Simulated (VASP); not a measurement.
An input for Quantum ESPRESSO's pw.x (written as the equivalent of a VASP run, and not itself run):

```
&CONTROL
  calculation = 'scf'
  pseudo_dir = './pseudo'
  outdir = './out'
  tprnfor = .true.
  tstress = .false.
/
&SYSTEM
  ibrav = 0
  nat = 3
  ntyp = 2
  ecutwfc = 72
  occupations = 'smearing'
  smearing = 'gaussian'
  degauss = 0.000735
  input_dft = 'pbe0'
  nqx1 = 4
  nqx2 = 4
  nqx3 = 2
/
&ELECTRONS
  conv_thr = 7.3e-08
  electron_maxstep = 100
/
ATOMIC_SPECIES
  Sn 118.710 Sn.upf
  S 32.060 S.upf
CELL_PARAMETERS angstrom
     3.6371990    0.0000000    0.0000000
    -1.8186000    3.1499070    0.0000000
     0.0000000    0.0000000    6.1659190
ATOMIC_POSITIONS crystal
  Sn   0.0000000  0.0000000  0.0000000
  S    0.3333330  0.6666670  0.2346500
  S    0.6666670  0.3333330  0.7653500
K_POINTS automatic
  4 4 2 0 0 0
```

Problem. Write the VASP files for the same calculation (PBE0).

Solution. One answer among several that fit: 
**INCAR**
```
# general
SYSTEM  =SnS2
PREC    =Accurate
ENCUT   =300   # plane-wave cut-off (eV)
LREAL   =.False.
LASPH   =.True.   # aspherical one-centre terms
ISYM    =3

# electronic loop
EDIFF   =1E-6
NELM    =100   # most electronic steps
ALGO    =Normal
LMAXMIX =4   # l cut-off of mixed one-centre charges

# smearing
ISMEAR  =0
SIGMA   =0.01

# functional
GGA     =PE
LHFCALC =.True.
AEXX    =0.25
HFRCUT  =-1
PRECFOCK=Fast

# ions
ISIF    =2   # forces and stress, cell fixed

# output
LWAVE   =.False.
LCHARG  =.False.
```

POSCAR:
```
SnS2
1.0
  3.6371990000   0.0000000000   0.0000000000
 -1.8186000000   3.1499070000   0.0000000000
  0.0000000000   0.0000000000   6.1659190000
Sn S
1 2
direct
  0.0000000000   0.0000000000   0.0000000000
  0.3333330000   0.6666670000   0.2346500000
  0.6666670000   0.3333330000   0.7653500000
```

**KPOINTS**
```
Automatic mesh
0
Gamma
4 4 2
0 0 0
```

POTCAR, in this order: Sn_d S (PBE.64 set). Program: vasp_std.

What does not carry over: the potentials are each code's own (VASP's PAW set, PseudoDojo norm-conserving files in pw.x), so ENCUT and ecutwfc are chosen apart and not converted; conv_thr bounds pw.x's estimated SCF error, while EDIFF bounds the energy change between steps; the singularity of exact exchange is treated differently by default.

The structure comes from a computed database's SnS2 entry; how it stands against other phases isn't given here. The cell was not relaxed at this level. The k-mesh is coarse (spacing up to 0.51 per Å, 2π included), so the numbers may not be converged in it. The run is one of a series of settings (AEXX = 0.25, HFRCUT = -1, ISYM = 3, LHFCALC = .TRUE., PRECFOCK = Fast, KPOINTS 4×4×2 Γ-centred mesh against the base run), some of them coarse on purpose.
